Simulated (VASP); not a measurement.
These are RPBE GGA, VASP's PBE PAW potentials (set 64) (plane waves; VASP) values and carry that method's errors.

A VASP calculation is set up with these files.

File KPOINTS:
```
Automatic mesh
0
gamma
  7 7 7
```

**POSCAR**
```
HfO2
1
   -0.0000000000     2.5535352123     2.5535352123
    2.5535352123    -0.0000000000     2.5535352123
    2.5535352123     2.5535352123    -0.0000000000
Hf O
1 2
Direct
  0.0000000000   0.0000000000   0.0000000000
  0.2500000000   0.2500000000   0.2500000000
  0.7500000000   0.7500000000   0.7500000000
```

### INCAR
```
LMAXMIX=6
LREAL=.FALSE.   # projection in real space or not
GGA=RP
SIGMA=0.05
NSW=60   # most ionic steps
EDIFFG=-0.02
LCHARG=.FALSE.
LASPH=.TRUE.   # aspherical one-centre terms
IBRION=2
EDIFF=1E-6   # SCF stop (eV)
ISIF=3
ISMEAR=0
NELM=100
LWAVE=.FALSE.
SYSTEM=HfO2
PREC=Accurate
ENCUT=520
ALGO=Normal   # blocked Davidson
```

POTCAR, in this order: Hf_pv O (PBE.64 set). Program: vasp_std.

Task: Predict the energy per atom (σ→0).

Result: 
| Item | Result |
|---|---|
| energy per atom (σ→0) | -929.7 kJ/mol of atoms |

### OSZICAR
```
...
DAV:   8    -0.289182801739E+02    0.46020E-02   -0.27451E-01   761   0.546E+00    0.603E+00
DAV:   9    -0.289053472975E+02    0.12933E-01   -0.51561E-02   705   0.203E+00    0.164E+00
DAV:  10    -0.289061031799E+02   -0.75588E-03   -0.63684E-03   709   0.625E-01    0.402E-01
DAV:  11    -0.289060704715E+02    0.32708E-04   -0.41484E-04   796   0.170E-01    0.286E-01
DAV:  12    -0.289061197146E+02   -0.49243E-04   -0.19549E-04   740   0.973E-02    0.932E-02
DAV:  13    -0.289061220612E+02   -0.23466E-05   -0.39546E-06   765   0.169E-02    0.271E-02
DAV:  14    -0.289061227948E+02   -0.73367E-06   -0.22545E-06   607   0.115E-02
   1 F= -.28906123E+02 E0= -.28906123E+02  d E =-.289061E+02
```

The compound is HfO2 in the fluorite structure, the high-temperature cubic form, which is unstable at 0 K; the monoclinic form is the stable one. It was relaxed first. The start is the result of an earlier pass.
